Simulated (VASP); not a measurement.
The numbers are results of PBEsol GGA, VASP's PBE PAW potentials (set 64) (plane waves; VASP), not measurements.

VASP ran on this input.

POSCAR:
```
WSb
1
    3.9130000000     0.0000000000     0.0000000000
    0.0000000000     3.9130000000     0.0000000000
    0.0000000000     0.0000000000     3.9130000000
W Sb
1 1
Direct
  0.0000000000   0.0000000000   0.0000000000
  0.5000000000   0.5000000000   0.5000000000
```

**KPOINTS**
```
Automatic mesh
0
Gamma
9 9 9
0 0 0
```

### INCAR
```
# general
SYSTEM   =  WSb
PREC     =  Accurate
ENCUT    =  400
LREAL    =  .False.
LASPH    =  .True.

# electronic loop
EDIFF    =  1E-6
NELM     =  100
ALGO     =  Normal
LMAXMIX  =  6

# smearing
ISMEAR   =  1
SIGMA    =  0.1

# functional
GGA      =  PS

# ions
IBRION   =  2
NSW      =  60
ISIF     =  3
EDIFFG   =  -0.01

# output
LWAVE    =  .False.
LCHARG   =  .False.
```

POTCAR, in this order: W_sv Sb (PBE.64 set). Program: vasp_std.

The run wrote:

### OSZICAR
```
       N       E                     dE             d eps       ncg     rms          rms(c)
DAV:   1     0.909559214104E+02    0.90956E+02   -0.79372E+03   934   0.112E+03
DAV:   2    -0.109659698699E+02   -0.10192E+03   -0.10043E+03  1085   0.285E+02
DAV:   3    -0.147861592847E+02   -0.38202E+01   -0.37278E+01  1135   0.519E+01
DAV:   4    -0.148799729291E+02   -0.93814E-01   -0.88584E-01  1163   0.809E+00
DAV:   5    -0.148820912122E+02   -0.21183E-02   -0.20690E-02  1175   0.113E+00    0.762E+00
DAV:   6    -0.138984492300E+02    0.98364E+00   -0.12441E+01  1040   0.199E+01    0.307E+00
DAV:   7    -0.135643673898E+02    0.33408E+00   -0.22205E+00  1138   0.750E+00    0.136E+00
DAV:   8    -0.135338555073E+02    0.30512E-01   -0.16995E-01  1033   0.257E+00    0.447E-01
DAV:   9    -0.135336379079E+02    0.21760E-03   -0.36889E-03  1114   0.536E-01    0.246E-01
DAV:  10    -0.135336042244E+02    0.33683E-04   -0.56687E-04  1065   0.280E-01    0.395E-02
DAV:  11    -0.135336009950E+02    0.32294E-05   -0.31185E-05  1088   0.532E-02    0.137E-02
DAV:  12    -0.135336000947E+02    0.90033E-06   -0.17173E-06   756   0.117E-02
   1 F= -.13533600E+02 E0= -.13532651E+02  d E =-.135336E+02
       N       E                     dE             d eps       ncg     rms          rms(c)
DAV:   1    -0.136655224941E+03   -0.12312E+03   -0.24114E+03   910   0.506E+02    0.187E+02
DAV:   2    -0.322251218287E+02    0.10443E+03   -0.27041E+02   950   0.280E+02    0.337E+01
DAV:   3    -0.155974569043E+02    0.16628E+02   -0.33858E+01   940   0.808E+01    0.382E+01
DAV:   4    -0.133923966052E+02    0.22051E+01   -0.41718E+00   925   0.210E+01    0.166E+01
DAV:   5    -0.126950582209E+02    0.69734E+00   -0.24367E+00  1005   0.206E+01    0.534E+00
DAV:   6    -0.126945344984E+02    0.52372E-03   -0.91103E-02   990   0.381E+00    0.677E-01
DAV:   7    -0.126946265554E+02   -0.92057E-04   -0.87417E-03  1116   0.108E+00    0.179E-01
DAV:   8    -0.126946230753E+02    0.34801E-05   -0.28939E-04   955   0.222E-01    0.385E-02
DAV:   9    -0.126946301255E+02   -0.70502E-05   -0.15462E-05  1186   0.427E-02    0.350E-02
DAV:  10    -0.126946304303E+02   -0.30485E-06   -0.70274E-07   558   0.754E-03
   2 F= -.12694630E+02 E0= -.12695265E+02  d E =0.838970E+00
       N       E                     dE             d eps       ncg     rms          rms(c)
DAV:   1    -0.515115538723E+02   -0.38817E+02   -0.80856E+02   935   0.447E+02    0.406E+01
DAV:   2    -0.214136649433E+02    0.30098E+02   -0.27753E+02   978   0.127E+02    0.303E+01
DAV:   3    -0.178618998407E+02    0.35518E+01   -0.13200E+01   969   0.270E+01    0.208E+01
DAV:   4    -0.171817202149E+02    0.68018E+00   -0.38144E+00  1027   0.119E+01    0.733E+00
DAV:   5    -0.171393528051E+02    0.42367E-01   -0.47131E-01   990   0.675E+00    0.106E+00
DAV:   6    -0.171379229024E+02    0.14299E-02   -0.22213E-02   975   0.173E+00    0.831E-01
DAV:   7    -0.171394037342E+02   -0.14808E-02   -0.22304E-03  1015   0.480E-01    0.226E-02
DAV:   8    -0.171393991912E+02    0.45430E-05   -0.32191E-05  1031   0.569E-02    0.106E-02
DAV:   9    -0.171393990230E+02    0.16822E-06   -0.21554E-06   923   0.162E-02
   3 F= -.17139399E+02 E0= -.17139206E+02  d E =-.360580E+01
       N       E                     dE             d eps       ncg     rms          rms(c)
DAV:   1    -0.172934102538E+02   -0.15401E+00   -0.26927E+00   945   0.215E+01    0.370E+00
DAV:   2    -0.171866303111E+02    0.10678E+00   -0.42361E-01   930   0.646E+00    0.586E-01
DAV:   3    -0.171776505056E+02    0.89798E-02   -0.14625E-02   990   0.116E+00    0.381E-01
DAV:   4    -0.171750127934E+02    0.26377E-02   -0.81525E-03   985   0.833E-01    0.266E-01
DAV:   5    -0.171750654301E+02   -0.52637E-04   -0.36469E-04  1040   0.184E-01    0.133E-01
DAV:   6    -0.171750681103E+02   -0.26802E-05   -0.10038E-04   980   0.785E-02    0.131E-02
DAV:   7    -0.171750684927E+02   -0.38236E-06   -0.29370E-06   919   0.152E-02
   4 F= -.17175068E+02 E0= -.17174957E+02  d E =-.364147E+01
       N       E                     dE             d eps       ncg     rms          rms(c)
DAV:   1    -0.172559633845E+02   -0.80895E-01   -0.16654E+00   945   0.171E+01    0.297E+00
DAV:   2    -0.171903581541E+02    0.65605E-01   -0.25330E-01   935   0.505E+00    0.460E-01
DAV:   3    -0.171849075730E+02    0.54506E-02   -0.89883E-03   975   0.934E-01    0.300E-01
DAV:   4    -0.171833507770E+02    0.15568E-02   -0.47649E-03   965   0.636E-01    0.206E-01
DAV:   5    -0.171833805913E+02   -0.29814E-04   -0.22119E-04  1055   0.143E-01    0.105E-01
DAV:   6    -0.171833834895E+02   -0.28982E-05   -0.57138E-05   980   0.598E-02    0.994E-03
DAV:   7    -0.171833837063E+02   -0.21683E-06   -0.15952E-06   750   0.115E-02
   5 F= -.17183384E+02 E0= -.17183287E+02  d E =-.364978E+01
       N       E                     dE             d eps       ncg     rms          rms(c)
DAV:   1    -0.171845334216E+02   -0.11499E-02   -0.27339E-02   950   0.221E+00    0.376E-01
DAV:   2    -0.171834508022E+02    0.10826E-02   -0.43630E-03   930   0.653E-01    0.580E-02
DAV:   3    -0.171833638681E+02    0.86934E-04   -0.14659E-04   990   0.116E-01    0.362E-02
DAV:   4    -0.171833371056E+02    0.26762E-04   -0.76733E-05   990   0.808E-02    0.255E-02
DAV:   5    -0.171833368497E+02    0.25596E-06   -0.31050E-06   799   0.180E-02
   6 F= -.17183337E+02 E0= -.17183240E+02  d E =0.468567E-04
       N       E                     dE             d eps       ncg     rms          rms(c)
DAV:   1    -0.171839361569E+02   -0.59905E-03   -0.12322E-02   945   0.148E+00    0.254E-01
DAV:   2    -0.171834500814E+02    0.48608E-03   -0.19384E-03   940   0.438E-01    0.392E-02
DAV:   3    -0.171834109858E+02    0.39096E-04   -0.65917E-05   975   0.783E-02    0.245E-02
DAV:   4    -0.171834003654E+02    0.10620E-04   -0.34965E-05   980   0.546E-02    0.173E-02
DAV:   5    -0.171834009807E+02   -0.61524E-06   -0.13237E-06   575   0.120E-02
   7 F= -.17183401E+02 E0= -.17183304E+02  d E =-.172743E-04
```

OUTCAR:
```
------------------------ aborting loop because EDIFF is reached ----------------------------------------
  FORCE on cell =-STRESS in cart. coord.  units (eV):
  Direction    XX          YY          ZZ          XY          YZ          ZX
  --------------------------------------------------------------------------------------
  Total        0.0005536      0.0005536      0.0005536      0.0000000     -0.0000000      0.0000000
  in kB        0.0248297      0.0248297      0.0248297      0.0000000     -0.0000000      0.0000000
  external PRESSURE =       0.0248297 kB  Pullay stress =       0.0000000 kB
  volume of cell :       35.72
      direct lattice vectors                 reciprocal lattice vectors
     3.293356387  0.000000000  0.000000000     0.303641599 -0.000000000  0.000000000
     0.000000000  3.293356387  0.000000000    -0.000000000  0.303641599  0.000000000
    -0.000000000 -0.000000000  3.293356387    -0.000000000 -0.000000000  0.303641599
 POSITION                                       TOTAL-FORCE (eV/Angst)
 -----------------------------------------------------------------------------------
     -0.00000     -0.00000      3.29336        -0.000000     -0.000000     -0.000000
      1.64668      1.64668      1.64668         0.000000      0.000000      0.000000
 -----------------------------------------------------------------------------------
    total drift:                               -0.000000      0.000000     -0.000000
  FREE ENERGIE OF THE ION-ELECTRON SYSTEM (eV)
  ---------------------------------------------------
  free  energy   TOTEN  =       -17.1834009807 eV

  energy  without entropy=      -17.1831114622  energy(sigma->0) =      -17.18330447

 reached required accuracy - stopping structural energy minimisation
```
(Selected blocks of OUTCAR.)

### CONTCAR
```
WSb
   1.00000000000000
     3.2933563873663796    0.0000000000000000    0.0000000000000000
     0.0000000000000000    3.2933563873663796    0.0000000000000000
    -0.0000000000000000   -0.0000000000000000    3.2933563873663796
  W               Sb
     1     1
Direct
     0.0000000000000000    0.0000000000000000    1.0000000000000000
     0.5000000000000000    0.5000000000000000    0.5000000000000000
```

Energy and stress use the plane-wave basis of the starting cell.

The structure was generated: WSb was put into the CsCl type type (Pm-3m), which need not be its known phase. This run relaxes it. Symmetry was kept, so distortions that lower it aren't found. The electron count is odd and the run is not spin-polarised, which forces a metal.
